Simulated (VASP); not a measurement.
Output of a VASP run:

OSZICAR:
```
       N       E                     dE             d eps       ncg     rms          rms(c)
DAV:   1     0.518602161342E+03    0.51860E+03   -0.28252E+04  1368   0.164E+03
DAV:   2    -0.885805030302E+01   -0.52746E+03   -0.51660E+03  1454   0.446E+02
DAV:   3    -0.427561398973E+02   -0.33898E+02   -0.33539E+02  1558   0.993E+01
DAV:   4    -0.435350131083E+02   -0.77887E+00   -0.77669E+00  1534   0.147E+01
DAV:   5    -0.435472689453E+02   -0.12256E-01   -0.12242E-01  1514   0.187E+00    0.342E+01
DAV:   6    -0.422814617009E+02    0.12658E+01   -0.65926E+00  1444   0.154E+01    0.135E+01
DAV:   7    -0.421047316391E+02    0.17673E+00   -0.34874E+00  1419   0.781E+00    0.539E+00
DAV:   8    -0.419574325442E+02    0.14730E+00   -0.74038E-01  1561   0.474E+00    0.131E+00
DAV:   9    -0.419598908840E+02   -0.24583E-02   -0.54031E-02  1584   0.119E+00    0.843E-01
DAV:  10    -0.419578858654E+02    0.20050E-02   -0.16975E-02  1572   0.833E-01    0.107E-01
DAV:  11    -0.419579195084E+02   -0.33643E-04   -0.13741E-03  1543   0.233E-01    0.124E-01
DAV:  12    -0.419578836815E+02    0.35827E-04   -0.10310E-04  1560   0.604E-02    0.594E-02
DAV:  13    -0.419578838213E+02   -0.13978E-06   -0.52635E-05  1576   0.403E-02    0.984E-03
DAV:  14    -0.419578834830E+02    0.33829E-06   -0.18846E-06   995   0.978E-03
   1 F= -.29188048E+02 E0= -.29188048E+02  d E =-.291880E+02
```

### OUTCAR
```
------------------------ aborting loop because EDIFF is reached ----------------------------------------
  FORCE on cell =-STRESS in cart. coord.  units (eV):
  Direction    XX          YY          ZZ          XY          YZ          ZX
  --------------------------------------------------------------------------------------
  Total       12.8088015     12.8087808     12.7889520      0.0000000      0.0000000      0.0000000
  in kB      200.6102786    200.6099555    200.2993975      0.0000000      0.0000000      0.0000000
  external PRESSURE =       0.5065439 kB  Pullay stress =     200.0000000 kB
  volume of cell :      102.30
      direct lattice vectors                 reciprocal lattice vectors
     1.577659768 -2.732584674  0.000000000     0.316925113 -0.182976947  0.000000000
     1.577659768  2.732584674  0.000000000     0.316925113  0.182976947  0.000000000
     0.000000000  0.000000000 11.864485793     0.000000000  0.000000000  0.084285153
 POSITION                                       TOTAL-FORCE (eV/Angst)
 -----------------------------------------------------------------------------------
      1.57766      0.91086      2.96612         0.000000      0.000000      0.000000
      1.57766     -0.91086      8.89836        -0.000000      0.000000      0.000000
      1.57766      0.91086     10.59949        -0.000000     -0.000000     -0.005218
      1.57766     -0.91086      4.66725        -0.000000      0.000000     -0.005218
      1.57766     -0.91086      1.26500         0.000000      0.000000      0.005218
      1.57766      0.91086      7.19724        -0.000000     -0.000000      0.005218
 -----------------------------------------------------------------------------------
    total drift:                                0.000000      0.000983     -0.000035
  FREE ENERGIE OF THE ION-ELECTRON SYSTEM (eV)
  ---------------------------------------------------
  free  energy   TOTEN  =       -41.9578834830 eV

  energy  without entropy=      -41.9578834830  energy(sigma->0) =      -41.95788348
  enthalpy is  TOTEN    =       -29.1880478131 eV   P V=       12.7698356699

 reached required accuracy - stopping structural energy minimisation
```
(Selected blocks of OUTCAR.)

### POSCAR
```
WSe2
1
    1.5776597679    -2.7325846745     0.0000000000
    1.5776597679     2.7325846745    -0.0000000000
    0.0000000000    -0.0000000000    11.8644857928
W Se
2 4
Direct
  0.3333330000   0.6666670000   0.2500000000
  0.6666670000   0.3333330000   0.7500000000
  0.3333330000   0.6666670000   0.8933796067
  0.6666670000   0.3333330000   0.3933796067
  0.6666670000   0.3333330000   0.1066203933
  0.3333330000   0.6666670000   0.6066203933
```

Question: Reconstruct the remaining input files.

Answer: Several could match; the one computed here: the input of the run itself, PBE GGA, plane waves, VASP's PBE PAW potentials (set 64).

INCAR:
```
ALGO  =  Normal   ! blocked Davidson
PREC  =  Accurate
ISMEAR  =  0   ! Gaussian
PSTRESS  =  200
GGA  =  PE
IBRION  =  2
ENCUT  =  500   ! plane-wave cut-off (eV)
NSW  =  40   ! most ionic steps
SYSTEM  =  WSe2
SIGMA  =  0.05   ! width (eV)
EDIFFG  =  -0.02   ! ionic stop
EDIFF  =  1E-6   ! SCF stop (eV)
LREAL  =  .FALSE.
LWAVE  =  .FALSE.
LASPH  =  .TRUE.
LCHARG  =  .FALSE.
LMAXMIX  =  6
ISIF  =  3   ! ions, shape and volume
NELM  =  100   ! most electronic steps
```

KPOINTS:
```
Automatic
0
Gamma
  8 8 2
```

POTCAR, in this order: W_sv Se (PBE.64 set). Program: vasp_std.

Without a dispersion term in the relaxation, distances and binding between the weakly bound layers, chains or molecules are unreliable, and so is what depends on them.

The compound is WSe2 in the 2H layered structure. It was relaxed first under an external pressure of 20 GPa.
